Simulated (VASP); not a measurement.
A convergence study with VASP on BN (hex): one setting is varied, all else stays as given below, so the limit is that of these other settings.

```
BN
1.0
    1.25200    -2.16853     0.00000
    1.25200     2.16853     0.00000
    0.00000     0.00000     6.66000
B N
2 2
Direct
  0.33333   0.66667   0.25000
  0.66667   0.33333   0.75000
  0.66667   0.33333   0.25000
  0.33333   0.66667   0.75000
```

Level of theory: LDA (Ceperley-Alder, Perdew-Zunger), VASP's LDA PAW potentials (set 64) (plane waves; VASP). The tightest run used: 700 eV cut-off, 15×15×5 Monkhorst-Pack mesh, Gaussian smearing of 0.050 eV, potentials B N.

Problem. The settings run are 1×1×1 mesh; 2×2×1 mesh; 3×3×1 mesh; 4×4×1 mesh; 5×5×2 mesh; 6×6×2 mesh; 7×7×3 mesh; 8×8×3 mesh; 9×9×3 mesh; 10×10×4 mesh; 11×11×4 mesh; 12×12×4 mesh; 13×13×5 mesh; 14×14×5 mesh; 15×15×5 mesh. From which on does the stress (every component) stay within 0.1 GPa of the tightest run?

Solution. From 6×6×2 mesh on: it is off by 0.04 there and by no more than 0.1 in any finer run, while 5×5×2 mesh is off by 0.14.
```tsv
setting	E (eV/atom)	pressure (GPa)	irreducible k-points	difference judged (GPa)
1×1×1 mesh	-6.5589	17.66	1	24.72
2×2×1 mesh	-9.8496	-6.32	2	5.20
3×3×1 mesh	-9.5740	-3.81	3	2.33
4×4×1 mesh	-9.6232	-3.48	6	2.72
5×5×2 mesh	-9.6430	-4.35	5	0.14
6×6×2 mesh	-9.6465	-4.38	12	0.04
7×7×3 mesh	-9.6461	-4.38	16	0.00
8×8×3 mesh	-9.6462	-4.38	40	0.00
9×9×3 mesh	-9.6462	-4.38	24	0.00
10×10×4 mesh	-9.6462	-4.38	60	0.00
11×11×4 mesh	-9.6462	-4.38	32	0.00
12×12×4 mesh	-9.6462	-4.38	84	0.00
13×13×5 mesh	-9.6462	-4.38	63	0.00
14×14×5 mesh	-9.6462	-4.38	168	0.00
15×15×5 mesh	-9.6462	-4.38	81	0.00
```

Left out are rungs that failed or repeat a setting and relaxations that didn't move; long series are thinned to 24 rows.

The compound is BN in the hex structure. The cell was not relaxed at this level.
